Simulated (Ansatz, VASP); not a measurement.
# PtSe2 in two plane-wave programs, part 2 of 2

One calculation is typed for both programs; each brings its own data sets. How far apart do they land? The structure shown is the start of the Ansatz relaxation below; VASP solves that cell, so the two are compared at the walk's first step.

VASP 6.6.1 and Ansatz 0.2.0.

So far. Step 4 (Comparison): The forces differ by 14 meV/Å r.m.s., which is 4.2 % of the r.m.s. force of 0.335 eV/Å (both taken over all components). Where the cell holds vacuum, a pressure given here is an average over it and none of the material.

## (6) Ansatz: relaxation, LDA

Level of this step: Ansatz beside VASP: Kohn-Sham DFT, plane waves, LDA (Ansatz).

The two programs are compared at the cell with which this relaxation starts, whose forces are those of its first step. This pair takes another cell of the material, with 6 atoms against 3 for the pair before.

The structure compared here is the start of the Ansatz relaxation; VASP solves that cell, so the two are compared at the walk's first step.

The input, input.yaml:

```yaml
crystal:
  lattice:
    - [3.75, 0.0, 0.0]
    - [-1.875, 3.2475952642, 0.0]
    - [0.0, 0.0, 43.9]
  atoms:
    - { symbol: Pt, position: [0.0, 0.0, 0.4348519362] }
    - { symbol: Se, position: [0.3333333333, 0.6666666667, 0.4646924829] }
    - { symbol: Se, position: [0.6666666667, 0.3333333333, 0.4050113895] }
    - { symbol: Pt, position: [0.0, 0.0, 0.5651480638] }
    - { symbol: Se, position: [0.3333333333, 0.6666666667, 0.5949886105] }
    - { symbol: Se, position: [0.6666666667, 0.3333333333, 0.5353075171] }
  periodic: [true, true, false]
kpoints:
  mp_grid: { grid: [6, 6, 1] }
hamiltonian:
  xc: lda
scf:
  occupations: { method: fermi_dirac, width: 0.02 }
relax:
  f_tol: 0.01
  max_steps: 100
  cell: {}
```

On the command line:

```bash
$ ansatz run input.yaml --threads 3 --pin off --max-ram 92160MiB --backend cuda --events-out ev --progress --plain --runs-dir out --devices 1 --max-vram 13GiB
```

Numbers of over 12 decimals in the logs are rounded to 6 here.

Log:

```text
GPUs: using 1 of 1 available (devices: 1).
[...]
GPU FFT provider: cuFFT
GPU libraries: cuBLAS 13.8.2, cuFFT 12.4.0, cuSOLVER 12.3.4
Crystal: 6 atoms, lattice volume = 534.635 Å³
Basis set: ecut = 420 eV, 10527 PW (Γ)
Bands: 60, of which v1, the nominal top of the filled ones, is band 50 counted from 1 (49 counted from 0)
Symmetry: 12 space group operations
[...]
- [3.707608, 0.0, 0]
    - [-1.853804, 3.210882, 0]
    - [0, 0, 43.9]
  atoms:
    - { symbol: Pt, position: [1.917412968948353e-17, 5.478322768423855e-18, 0.445803] }
    - { symbol: Se, position: [0.333333, 0.666667, 0.474505] }
    - { symbol: Se, position: [0.666667, 0.333333, 0.416469] }
    - { symbol: Pt, position: [-1.9174129689483533e-17, -5.478322768423855e-18, 0.554197] }
    - { symbol: Se, position: [0.333333, 0.666667, 0.583531] }
    - { symbol: Se, position: [0.666667, 0.333333, 0.525495] }
[key lines of the parts left out:]
SCF converged after 8 iterations
Free energy (F): -46025.285498 eV
Fermi energy:    -4.930783 eV
P = ½ c Tr σ = 0.0030 N/m
```

## (7) VASP: single point, LDA, start cell, pair 2

The same cell, functional (in two slightly different forms), mesh and smearing now go to VASP, with its own data sets.

The input, INCAR:

```
SYSTEM = PtSe2
PREC = Accurate
ENCUT = 400
EDIFF = 1E-06
NELM = 120
ISMEAR = -1
SIGMA = 0.02
LREAL = .FALSE.
ALGO = Normal
GGA = PW92
NBANDS = 28
LASPH = .TRUE.
LORBIT = 11
LWAVE = .FALSE.
LCHARG = .FALSE.
ISIF = 2
LDIPOL = .TRUE.
IDIPOL = 3
DIPOL = 0.5 0.5 0.5
LVHAR = .TRUE.
GGA_COMPAT = .FALSE.
EFERMI = MIDGAP
NELMDL = -8
KPAR = 2
```

The input, POSCAR:

```
PtSe2
1.0
    3.7500000000      0.0000000000      0.0000000000
   -1.8750000000      3.2475950000      0.0000000000
    0.0000000000      0.0000000000     43.9000000000
Pt Se
2 4
Direct
    0.0000000000      0.0000000000      0.4348519362
    0.0000000000      0.0000000000      0.5651480638
    0.3333333333      0.6666666667      0.4646924829
    0.6666666667      0.3333333333      0.4050113895
    0.3333333333      0.6666666667      0.5949886105
    0.6666666667      0.3333333333      0.5353075171
```

The input, KPOINTS:

```
Automatic mesh
0
Gamma
6 6 1
0 0 0
```

Potentials, in the order of the species: Pt and Se (LDA family, release 64).

On the command line:

```bash
$ mpirun -np 2 vasp_std
```

Log:

```text
[banner, memory and clock lines left out]
running    2 mpi-ranks, on    1 nodes
[...]
[... a notice as in an earlier step ...]

 LDA part: xc-table for (Slater(with rela. corr.)+PW92), standard interpolation
 POSCAR, INCAR and KPOINTS ok, starting setup
[...]
entering main loop
       N       E                     dE             d eps       ncg     rms          rms(c)
DAV:   1     0.337962008535E+03    0.33796E+03   -0.12797E+04   392   0.936E+02
DAV:   2     0.112837576786E+02   -0.32668E+03   -0.31530E+03   624   0.194E+02
DAV:   3    -0.342161905789E+02   -0.45500E+02   -0.44878E+02   472   0.846E+01
DAV:   4    -0.354034395970E+02   -0.11872E+01   -0.11749E+01   512   0.154E+01
[...]
DAV:  26    -0.336360893078E+02   -0.15060E-05   -0.50685E-08   244   0.920E-04    0.645E-04
DAV:  27    -0.336360907377E+02   -0.14299E-05   -0.52837E-08   256   0.715E-04    0.111E-03
DAV:  28    -0.336360912271E+02   -0.48931E-06   -0.47311E-08   236   0.869E-04
   1 F= -.33636091E+02 E0= -.33636091E+02  d E =-.491603E-11
```

OUTCAR, selected parts (step 7):

```text
  Total       -5.4119722     -5.4119714     -4.2547163      0.0000000      0.0000000      0.0000000
  in kB      -16.2184180    -16.2184154    -12.7503919      0.0000000      0.0000000      0.0000000
  external PRESSURE =     -15.0624085 kB  Pullay stress =       0.0000000 kB

 POSITION                                       TOTAL-FORCE (eV/Angst)
 -----------------------------------------------------------------------------------
      0.00000      0.00000     19.09000        -0.000000     -0.000000      0.098099
      0.00000      0.00000     24.81000        -0.000000     -0.000000     -0.098099
     -0.00000      2.16506     20.40000         0.000000     -0.000000     -0.566290
      1.87500      1.08253     17.78000         0.000000     -0.000000      0.647758
     -0.00000      2.16506     26.12000        -0.000000      0.000000     -0.647758
      1.87500      1.08253     23.50000        -0.000000     -0.000000      0.566290
 -----------------------------------------------------------------------------------
    total drift:                                0.000000      0.000000      0.000000

  FREE ENERGIE OF THE ION-ELECTRON SYSTEM (eV)
  ---------------------------------------------------
  free  energy   TOTEN  =       -33.6360912271 eV

  energy  without entropy=      -33.6360912271  energy(sigma->0) =      -33.63609123

[... 3 further parts left out ...]
[key lines of the parts left out:]
E-fermi :  -2.4710
```

## (8) Comparison

What differs besides the data sets and the points named for the pairs above, as far as they apply: the data sets hold 100 valence electrons in Ansatz (on its default PAW (the set named soft_2) files) and 44 in VASP. Total energies have different zeros and are not compared.

Forces (eV/Å; atoms numbered as in POSCAR):

```tsv
atom	Ansatz x, y, z	VASP x, y, z
Pt1	0.000, 0.000, 0.098	0.000, 0.000, 0.098
Pt2	0.000, 0.000, -0.098	0.000, 0.000, -0.098
Se3	0.000, 0.000, -0.595	0.000, 0.000, -0.566
Se4	0.000, 0.000, 0.678	0.000, 0.000, 0.648
Se5	0.000, 0.000, -0.678	0.000, 0.000, -0.648
Se6	0.000, 0.000, 0.595	0.000, 0.000, 0.566
```

The forces differ by 14 meV/Å r.m.s., which is 4.8 % of the r.m.s. force of 0.289 eV/Å (both taken over all components). Where the cell holds vacuum, a pressure given here is an average over it and none of the material.

## (9) Ansatz: relaxation, LDA

The two programs are compared at the cell with which this relaxation starts, whose forces are those of its first step. This pair takes another cell of the material, with 9 atoms against 6 for the pair before.

The structure compared here is the start of the Ansatz relaxation; VASP solves that cell, so the two are compared at the walk's first step.

The input, input.yaml:

```yaml
crystal:
  lattice:
    - [3.75, 0.0, 0.0]
    - [-1.875, 3.2475952642, 0.0]
    - [0.0, 0.0, 55.3]
  atoms:
    - { symbol: Pt, position: [0.0, 0.0, 0.3965641953] }
    - { symbol: Se, position: [0.3333333333, 0.6666666667, 0.4202531646] }
    - { symbol: Se, position: [0.6666666667, 0.3333333333, 0.372875226] }
    - { symbol: Pt, position: [0.0, 0.0, 0.5] }
    - { symbol: Se, position: [0.3333333333, 0.6666666667, 0.5236889693] }
    - { symbol: Se, position: [0.6666666667, 0.3333333333, 0.4763110307] }
    - { symbol: Pt, position: [0.0, 0.0, 0.6034358047] }
    - { symbol: Se, position: [0.3333333333, 0.6666666667, 0.627124774] }
    - { symbol: Se, position: [0.6666666667, 0.3333333333, 0.5797468354] }
  periodic: [true, true, false]
kpoints:
  mp_grid: { grid: [6, 6, 1] }
hamiltonian:
  xc: lda
scf:
  occupations: { method: fermi_dirac, width: 0.02 }
relax:
  f_tol: 0.01
  max_steps: 100
  cell: {}
output:
  write_density: true
  write_potential: true
  elf: true
  volumetric_format: npy
```

On the command line:

```bash
$ ansatz run input.yaml --threads 3 --pin off --max-ram 92160MiB --backend cuda --events-out ev --progress --plain --runs-dir out --devices 1 --max-vram 13GiB
```

Log:

```text
GPUs: using 1 of 1 available (devices: 1).
[...]
GPU FFT provider: cuFFT
GPU libraries: cuBLAS 13.8.2, cuFFT 12.4.0, cuSOLVER 12.3.4
Crystal: 9 atoms, lattice volume = 673.470 Å³
Basis set: ecut = 420 eV, 13241 PW (Γ)
Bands: 90, of which v1, the nominal top of the filled ones, is band 75 counted from 1 (74 counted from 0)
Symmetry: 12 space group operations
[...]
- { symbol: Se, position: [0.333333, 0.666667, 0.435728] }
    - { symbol: Se, position: [0.666667, 0.333333, 0.389768] }
    - { symbol: Pt, position: [0, 0, 0.5] }
    - { symbol: Se, position: [0.333333, 0.666667, 0.522953] }
    - { symbol: Se, position: [0.666667, 0.333333, 0.477047] }
    - { symbol: Pt, position: [-3.10361136554999e-17, 0, 0.587019] }
    - { symbol: Se, position: [0.333333, 0.666667, 0.610232] }
    - { symbol: Se, position: [0.666667, 0.333333, 0.564272] }
[key lines of the parts left out:]
SCF converged after 7 iterations
Free energy (F): -69038.022188 eV
Fermi energy:    -4.828503 eV
P = ½ c Tr σ = 0.0118 N/m
```

## (10) VASP: single point, LDA, start cell, pair 3

The same cell, functional (in two slightly different forms), mesh and smearing now go to VASP, with its own data sets.

Changes to INCAR since step 7:

```diff
@@ -10,3 +10,3 @@
 GGA = PW92
-NBANDS = 28
+NBANDS = 42
 LASPH = .TRUE.
@@ -21,3 +21,2 @@
 GGA_COMPAT = .FALSE.
-EFERMI = MIDGAP
 NELMDL = -8
```

The input, POSCAR:

```
PtSe2
1.0
    3.7500000000      0.0000000000      0.0000000000
   -1.8750000000      3.2475950000      0.0000000000
    0.0000000000      0.0000000000     55.3000000000
Pt Se
3 6
Direct
    0.0000000000      0.0000000000      0.3965641953
    0.0000000000      0.0000000000      0.5000000000
    0.0000000000      0.0000000000      0.6034358047
    0.3333333333      0.6666666667      0.4202531646
    0.6666666667      0.3333333333      0.3728752260
    0.3333333333      0.6666666667      0.5236889693
    0.6666666667      0.3333333333      0.4763110307
    0.3333333333      0.6666666667      0.6271247740
    0.6666666667      0.3333333333      0.5797468354
```

KPOINTS is that of step 7.

On the command line:

```bash
$ mpirun -np 2 vasp_std
```

Log:

```text
[banner, memory and clock lines left out]
running    2 mpi-ranks, on    1 nodes
[...]
[... a notice as in an earlier step ...]

 LDA part: xc-table for (Slater(with rela. corr.)+PW92), standard interpolation
|                                                                             |
|           W    W    AA    RRRRR   N    N  II  N    N   GGGG   !!!           |
|           W    W   A  A   R    R  NN   N  II  NN   N  G    G  !!!           |
|           W    W  A    A  R    R  N N  N  II  N N  N  G       !!!           |
|           W WW W  AAAAAA  RRRRR   N  N N  II  N  N N  G  GGG   !            |
|           WW  WW  A    A  R   R   N   NN  II  N   NN  G    G                |
|           W    W  A    A  R    R  N    N  II  N    N   GGGG   !!!           |
|                                                                             |
|     One of the lattice vectors is very long (>50 A), but AMIN is rather     |
|     large. This can spoil convergence since charge sloshing might occur     |
|     along the long lattice vector. If problems with convergence are         |
|     observed, try to decrease AMIN to a smaller value (e.g. 0.01).          |
|     Note: This warning only applies if the self-consistency cycle is        |
|     used.                                                                   |
|                                                                             |

 POSCAR, INCAR and KPOINTS ok, starting setup
[...]
entering main loop
       N       E                     dE             d eps       ncg     rms          rms(c)
DAV:   1     0.492965321243E+03    0.49297E+03   -0.19843E+04   604   0.959E+02
DAV:   2     0.154642707986E+02   -0.47750E+03   -0.45553E+03   844   0.205E+02
DAV:   3    -0.510496834339E+02   -0.66514E+02   -0.65254E+02   700   0.840E+01
DAV:   4    -0.531584998263E+02   -0.21088E+01   -0.20690E+01   736   0.163E+01
[...]
DAV:  28    -0.505375228888E+02   -0.12484E-05   -0.21528E-08   408   0.349E-04    0.290E-04
DAV:  29    -0.505375240032E+02   -0.11143E-05   -0.16321E-08   406   0.308E-04    0.826E-05
DAV:  30    -0.505375244717E+02   -0.46855E-06   -0.11203E-08   398   0.193E-04
   1 F= -.50537524E+02 E0= -.50537524E+02  d E =-.887072E-09
```

From OUTCAR (step 10):

```text
  Total       -7.9471804     -7.9471791     -6.5998014     -0.0000000      0.0000000      0.0000000
  in kB      -18.9062498    -18.9062467    -15.7008509     -0.0000000      0.0000000      0.0000000
  external PRESSURE =     -17.8377825 kB  Pullay stress =       0.0000000 kB

 POSITION                                       TOTAL-FORCE (eV/Angst)
 -----------------------------------------------------------------------------------
      0.00000      0.00000     21.93000        -0.000000     -0.000000      0.095756
      0.00000      0.00000     27.65000        -0.000000     -0.000000     -0.000000
      0.00000      0.00000     33.37000        -0.000000     -0.000000     -0.095756
     -0.00000      2.16506     23.24000        -0.000000     -0.000000     -0.568025
      1.87500      1.08253     20.62000        -0.000000     -0.000000      0.647729
     -0.00000      2.16506     28.96000         0.000000     -0.000000     -0.510877
      1.87500      1.08253     26.34000        -0.000000      0.000000      0.510877
     -0.00000      2.16506     34.68000        -0.000000      0.000000     -0.647729
      1.87500      1.08253     32.06000         0.000000      0.000000      0.568025
 -----------------------------------------------------------------------------------
    total drift:                               -0.000000      0.000000     -0.000000

  FREE ENERGIE OF THE ION-ELECTRON SYSTEM (eV)
  ---------------------------------------------------
  free  energy   TOTEN  =       -50.5375244717 eV

  energy  without entropy=      -50.5375244708  energy(sigma->0) =      -50.53752447

[... 3 further parts left out ...]
[key lines of the parts left out:]
E-fermi :  -1.9954
```

## (11) Side by side

What differs besides the data sets and the points named for the pairs above, as far as they apply: the data sets hold 150 valence electrons in Ansatz (on its default PAW (the set named soft_2) files) and 66 in VASP. Total energies have different zeros and are not compared.

Forces (eV/Å; atoms numbered as in POSCAR):

```tsv
atom	Ansatz x, y, z	VASP x, y, z
Pt1	0.000, 0.000, 0.095	0.000, 0.000, 0.096
Pt2	0.000, 0.000, 0.000	0.000, 0.000, 0.000
Pt3	0.000, 0.000, -0.095	0.000, 0.000, -0.096
Se4	0.000, 0.000, -0.598	0.000, 0.000, -0.568
Se5	0.000, 0.000, 0.677	0.000, 0.000, 0.648
Se6	0.000, 0.000, -0.541	0.000, 0.000, -0.511
Se7	0.000, 0.000, 0.541	0.000, 0.000, 0.511
Se8	0.000, 0.000, -0.677	0.000, 0.000, -0.648
Se9	0.000, 0.000, 0.598	0.000, 0.000, 0.568
```

The forces differ by 14 meV/Å r.m.s., which is 5.1 % of the r.m.s. force of 0.274 eV/Å (both taken over all components). Where the cell holds vacuum, a pressure given here is an average over it and none of the material.

## (12) Results

* r.m.s. force difference (single point, LDA, start cell, pair 1): 4.2 % of the r.m.s. force
* r.m.s. force difference (single point, LDA, start cell, pair 2): 4.8 % of the r.m.s. force
* r.m.s. force difference (single point, LDA, start cell, pair 3): 5.1 % of the r.m.s. force

**Reading.** The r.m.s. force difference is 5.1 % of the r.m.s. force (single point, LDA, start cell, pair 3), beyond the 3 % picked in this series as the mark of a large difference. The data sets hold unlike numbers of valence electrons (50 in Ansatz and 22 in VASP, 100 in Ansatz and 44 in VASP and 150 in Ansatz and 66 in VASP), so part of the differences may come from the potentials. Single point, LDA, start cell, pair 1, VASP with the data sets Pt and Se_sv_GW and a cutoff of 620 eV: r.m.s. force difference goes from 14 to 8.9 meV/Å. What causes the difference of the single point, LDA, start cell, pair 2 pair stays open here. What causes the difference of the single point, LDA, start cell, pair 3 pair stays open here. 3 further pairs of this series are not shown here. How closely two codes agree says nothing of how well the functional describes the real material.

[Lines on the potential files, build, host, timing and source positions are cut from VASP's logs without a mark.]

[Logs are printed without paths, hosts, clocks, repeated set-up lines and the standing remarks that a program may print on its own settings, such as how far it seeks lower states.]

[Hosts, paths, dates, database ids (printed as entryN), source tags and the programs' standing remarks are cut or masked in the printed files.]
